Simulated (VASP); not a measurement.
Input:

```
CELL_PARAMETERS angstrom
      2.18419    -3.78313     0.00000
      2.18419     3.78313     0.00000
      0.00000     0.00000     5.81952
ATOMIC_POSITIONS crystal
  Te 0.00000 0.26725 0.66667
  Te 0.73275 0.73275 0.00000
  Te 0.26725 0.00000 0.33333
```

Computed with SCAN meta-GGA, VASP's PBE PAW potentials (set 64) (plane waves; VASP 6.6.1). Numerical set-up: 520 eV cut-off, 6×6×4 Γ-centred mesh, Gaussian smearing of 0.050 eV, potentials Te.

### Question
The ions and cell shape at fixed volume are relaxed. Give the cell that the relaxation ends in.

### Answer

```
CELL_PARAMETERS angstrom
      2.16436    -3.74878     0.00000
      2.16436     3.74878     0.00000
      0.00000     0.00000     5.92666
ATOMIC_POSITIONS crystal
  Te 0.00000 0.28117 0.66667
  Te 0.71883 0.71883 0.00000
  Te 0.28117 0.00000 0.33333
```
Space group P3_121 (152), at a tolerance of 0.03 Å.

### Question
How much energy does the relaxation gain?

### Answer
The energy (σ→0) changes by -14.7 meV/atom, in 7 ionic steps.

The compound is Te in the trig structure. This cell is one point of a volume scan, at 0.94 of the reference volume. Symmetry was kept, so distortions that lower it aren't found.
